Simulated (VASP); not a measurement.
VASP ran on this input.

POSCAR:
```
BN
1
    1.2520000000    -2.1685280000     0.0000000000
    1.2520000000     2.1685280000     0.0000000000
    0.0000000000     0.0000000000     6.6600000000
B N
2 2
Direct
  0.3333330000   0.6666670000   0.2500000000
  0.6666670000   0.3333330000   0.7500000000
  0.6666670000   0.3333330000   0.2500000000
  0.3333330000   0.6666670000   0.7500000000
```

File KPOINTS:
```
Automatic mesh
0
Gamma
8 8 3
0 0 0
```

INCAR:
```
SYSTEM = BN
PREC = Accurate
ENCUT = 520
EDIFF = 1E-6
NELM = 100
ALGO = Normal
LREAL = .FALSE.
LASPH = .TRUE.
ISMEAR = 0
SIGMA = 0.05
GGA = PE
LWAVE = .FALSE.
LCHARG = .FALSE.
ISIF = 2
ISPIN = 2
MAGMOM = 1.0 1.0 1.0 1.0 1.0
```

POTCAR, in this order: B N (PBE.64 set). Program: vasp_std.

Question: One choice in this input is risky. Which, and does it do harm here?

Answer: The risk: MAGMOM holds more values than there are atoms. Here it does no harm: the run (PBE GGA, plane waves, VASP's PBE PAW potentials (set 64)) converges to the same energy and pressure as with the safe setting.
**OSZICAR**
```
       N       E                     dE             d eps       ncg     rms          rms(c)
DAV:   1     0.564780455287E+02    0.56478E+02   -0.84346E+03  1120   0.105E+03
DAV:   2    -0.331069722713E+02   -0.89585E+02   -0.80735E+02  1526   0.240E+02
DAV:   3    -0.370818767461E+02   -0.39749E+01   -0.39515E+01  1456   0.514E+01
DAV:   4    -0.371138838004E+02   -0.32007E-01   -0.31995E-01  1336   0.512E+00
DAV:   5    -0.371142512629E+02   -0.36746E-03   -0.36741E-03  1474   0.531E-01    0.149E+01
DAV:   6    -0.350326300973E+02    0.20816E+01   -0.70366E+00  1294   0.207E+01    0.564E+00
DAV:   7    -0.352366478393E+02   -0.20402E+00   -0.10198E+00  1306   0.776E+00    0.332E+00
DAV:   8    -0.351516819912E+02    0.84966E-01   -0.16289E-01  1294   0.326E+00    0.136E+00
DAV:   9    -0.351536866795E+02   -0.20047E-02   -0.39283E-02  1276   0.167E+00    0.434E-01
DAV:  10    -0.351537453810E+02   -0.58702E-04   -0.16703E-03  1342   0.419E-01    0.178E-01
DAV:  11    -0.351543000014E+02   -0.55462E-03   -0.81521E-04  1300   0.222E-01    0.720E-02
DAV:  12    -0.351544665432E+02   -0.16654E-03   -0.13574E-04  1312   0.111E-01    0.278E-02
DAV:  13    -0.351545301048E+02   -0.63562E-04   -0.35751E-05  1318   0.566E-02    0.154E-02
DAV:  14    -0.351545376268E+02   -0.75220E-05   -0.44661E-06  1300   0.185E-02    0.786E-03
DAV:  15    -0.351545411900E+02   -0.35632E-05   -0.41465E-06  1216   0.143E-02    0.321E-03
DAV:  16    -0.351545414377E+02   -0.24771E-06   -0.39305E-07  1046   0.581E-03
   1 F= -.35154541E+02 E0= -.35154541E+02  d E =-.209367E-16  mag=     0.0000
```

The compound is BN in the hex structure. The cell was not relaxed at this level.
